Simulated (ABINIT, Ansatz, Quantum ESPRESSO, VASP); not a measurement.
Code comparison for HgTe (P3_221, 6 atoms in the cell)

Self-consistent single point, at a second geometry (lattice scaled by 0.98). First geometry:

```yaml
crystal:
  lattice:
    - [4.58273, 0.00000, 0.00000]
    - [-2.29136, 3.96876, 0.00000]
    - [0.00000, 0.00000, 10.22898]
  atoms:
    - { symbol: Hg, position: [0.68832, 0.68832, 0.00000] }
    - { symbol: Hg, position: [0.31168, 0.00000, 0.66667] }
    - { symbol: Hg, position: [0.00000, 0.31168, 0.33333] }
    - { symbol: Te, position: [0.51372, 0.51372, 0.50000] }
    - { symbol: Te, position: [0.48628, 0.00000, 0.16667] }
    - { symbol: Te, position: [0.00000, 0.48628, 0.83333] }
```

Shared settings, as Ansatz (an electronic-structure program) writes them: kpoints.mp_grid.grid = 5 5 2; scf.occupations.method = fermi_dirac; scf.occupations.width = 0.01 eV. Potentials and cutoffs stand in the table.

| code | model | ΔF from the first geometry (meV/atom) | pressure (GPa) | largest force (eV/Å) | gap on the mesh (eV) | cutoff |
|---|---|---|---|---|---|---|
| Quantum ESPRESSO | PBEsol, GBRV 1.5 ultrasoft (PBESOL) pseudopotentials | 31.3 | 4.71 | 1.005 | 0.822 | 40 Ry |
| VASP | PBEsol, VASP's PBE PAW potentials (set 64) | 29.5 | 4.19 | 0.920 | 0.837 | 300 eV |
| ABINIT | PBEsol, norm-conserving pseudopotentials (PseudoDojo nc-sr-04 PBEsol standard) | 25.4 | 4.08 | 0.852 | 0.850 | 41 Ha |
| Ansatz | PBEsol, default PAW files made with PBE | 26.2 | 4.14 | 0.857 | 0.855 | 420 eV |

Size of the force on each atom (eV/Å): Sizes of forces hide their directions.

| code | Hg1 | Hg2 | Hg3 | Te4 | Te5 | Te6 |
|---|---|---|---|---|---|---|
| Quantum ESPRESSO | 0.136 | 0.136 | 0.136 | 1.005 | 1.005 | 1.005 |
| VASP | 0.142 | 0.142 | 0.142 | 0.920 | 0.920 | 0.920 |
| ABINIT | 0.134 | 0.134 | 0.134 | 0.852 | 0.852 | 0.852 |
| Ansatz | 0.131 | 0.131 | 0.131 | 0.857 | 0.857 | 0.857 |

Gaps are read on the mesh.

On Ansatz's run: spin-orbit coupling is off.

The spread over the programs that give each value: ΔF from the first geometry within 5.9 meV/atom; pressure within 0.63 GPa; largest force within 0.153 eV/Å; gap on the mesh within 0.033 eV.

Ansatz's pressure is given at a fixed set of plane waves, as the other plane-wave codes print theirs; with its correction for the finite basis it is 4.17 GPa. In the force vectors, Quantum ESPRESSO (by 0.117) lies more than 0.08 eV/Å from the median of the plane-wave programs.

VASP's run is marked for a possible Pulay error in its stress at this cutoff; no cutoff test was made.

The starting cell comes from a database of computed structures (which also holds hypothetical and non-ambient phases and stackings), without a prior relaxation at this level. Its lattice was rescaled by a random factor within 2.5 % of one. For this run, on top of that: lattice scaled by 0.98.

Left out of this page: GPAW, CP2K and SIESTA (not drawn, or without a comparable value); Elk (stopped by limits of time or memory).

Keys are those of Ansatz 0.2.
